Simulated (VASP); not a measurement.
This VASP 6.6.1 run on In needs a look.

The input POSCAR:

```
In
1.0
    3.3392736332      0.0000000000      0.0000000000
   -1.6696368166      2.8918957965      0.0000000000
    0.0000000000      0.0000000000     28.6733323964
In
6
Direct
    0.6666666667      0.3333333333      0.2615670860
    0.0000000000      0.0000000000      0.3565778439
    0.6666666667      0.3333333333      0.4521926146
    0.3333333333      0.6666666667      0.5478073854
    0.6666666667      0.3333333333      0.6428181433
    0.3333333333      0.6666666667      0.7384329140
```

The input INCAR.step1:

```
  ALGO = Eigenval
  DIPOL = 0.5 0.5 0.500
  EDIFF = 1E-6
  ENCUT = 520
  GGA = PS
  IDIPOL = 3
  ISIF = 2
  ISMEAR = -1
  LASPH = T
  LCHARG = T
  LDIPOL = T
  LREAL = F
  LWAVE = F
  NBANDS = 48
  NELM = 83
  PREC = Accurate
  SIGMA = 0.05
```

Contents of KPOINTS.step1:

```
k-points
0
Gamma
  7 7 1
```

The input INCAR.step2:

```
  ALGO = Eigenval
  DIPOL = 0.5 0.5 0.500
  EDIFF = 1E-6
  ENCUT = 520
  GGA = PS
  ICHARG = 11
  IDIPOL = 3
  ISIF = 2
  ISMEAR = 0
  LASPH = T
  LCHARG = F
  LDIPOL = T
  LREAL = F
  LWAVE = F
  NBANDS = 48
  NELM = 83
  PREC = Accurate
  SIGMA = 0.05
```

KPOINTS.step2

```
path GMKGALHA,LM,KH
20
line-mode
reciprocal
 0.0000000000  0.0000000000  0.0000000000  G
 0.5000000000  0.0000000000  0.0000000000  M

 0.5000000000  0.0000000000  0.0000000000  M
 0.3333333333  0.3333333333  0.0000000000  K

 0.3333333333  0.3333333333  0.0000000000  K
 0.0000000000  0.0000000000  0.0000000000  G

 0.0000000000  0.0000000000  0.0000000000  G
 0.0000000000  0.0000000000  0.5000000000  A

 0.0000000000  0.0000000000  0.5000000000  A
 0.5000000000  0.0000000000  0.5000000000  L

 0.5000000000  0.0000000000  0.5000000000  L
 0.3333333333  0.3333333333  0.5000000000  H

 0.3333333333  0.3333333333  0.5000000000  H
 0.0000000000  0.0000000000  0.5000000000  A

 0.5000000000  0.0000000000  0.5000000000  L
 0.5000000000  0.0000000000  0.0000000000  M

 0.3333333333  0.3333333333  0.0000000000  K
 0.3333333333  0.3333333333  0.5000000000  H
```

Potentials or basis: VASP PAW PBE potentials, release 64 (In_d).

Command:

```sh
$ cat potpaw_PBE.64/In_d/POTCAR > POTCAR
$ cp INCAR.step1 INCAR
$ cp KPOINTS.step1 KPOINTS
$ mpirun -np 1 vasp_std > vasp.out
$ cp INCAR.step2 INCAR
$ cp KPOINTS.step2 KPOINTS
$ mpirun -np 1 vasp_std > vasp.out
```

OUTCAR:

```text
EDIFF = 1E-6
   ENCUT = 520
   GGA = PS
   ICHARG = 11
   ISIF = 2
   ISMEAR = 0
   LASPH = T
   LREAL = F
   NELM = 83
   PREC = Accurate

 ion  position               nearest neighbor table
   1  0.667  0.333  0.262-   2 3.34   2 3.34   2 3.34
   2  0.000  0.000  0.357-   1 3.34   1 3.34   1 3.34   3 3.35   3 3.35   3 3.35
   3  0.667  0.333  0.452-   2 3.35   2 3.35   2 3.35   4 3.35   4 3.35   4 3.35
   4  0.333  0.667  0.548-   5 3.34   5 3.34   5 3.34   3 3.35   3 3.35   3 3.35
   5  0.667  0.333  0.643-   4 3.34   4 3.34   4 3.34   6 3.35   6 3.35   6 3.35
   6  0.333  0.667  0.738-   5 3.35   5 3.35   5 3.35

[... 1430 lines left out ...]
  in kB   134177.3577533 134177.3577497-160724.6124296      0.0000000      0.0000000      0.0000000
  external PRESSURE =   35876.7010245 kB  Pullay stress =       0.0000000 kB

 VOLUME and BASIS-vectors are now :
 -----------------------------------------------------------------------------
  energy-cutoff  :      520.00
  volume of cell :      276.89
      direct lattice vectors                 reciprocal lattice vectors
     3.339273633  0.000000000  0.000000000     0.299466324  0.172896963  0.000000000
    -1.669636817  2.891895797  0.000000000     0.000000000  0.345793926  0.000000000
     0.000000000  0.000000000 28.673332396     0.000000000  0.000000000  0.034875611

 POSITION                                       TOTAL-FORCE (eV/Angst)
 -----------------------------------------------------------------------------------
      1.66964      0.96397      7.50000        -0.000000      0.000000  -3221.226820
      0.00000      0.00000     10.22428         0.000000     -0.000000  -1930.161225
      1.66964      0.96397     12.96587         0.000000     -0.000000   -635.178566
     -0.00000      1.92793     15.70746         0.000000     -0.000000    633.765325
      1.66964      0.96397     18.43174        -0.000000     -0.000000   1938.750524
     -0.00000      1.92793     21.17333         0.000000     -0.000000   3214.050763
 -----------------------------------------------------------------------------------
    total drift:                               -0.002445      0.001412     65.908370

  FREE ENERGIE OF THE ION-ELECTRON SYSTEM (eV)
  ---------------------------------------------------
  free  energy   TOTEN  =     31703.9538385566 eV

  energy  without entropy=    31703.9592485061  energy(sigma->0) =    31703.95654353

 vacuum level on the upper side and lower side of the slab      1184.983      1186.016
```

On the terminal:

```text
POSCAR found type information on POSCAR In
[... 79 lines left out ...]
 -----------------------------------------------------------------------------
```

Diagnose the run.

The run did not converge. The input holds a flaw that was put in on purpose: no self-consistency without orbitals (ALGO = Eigenval).
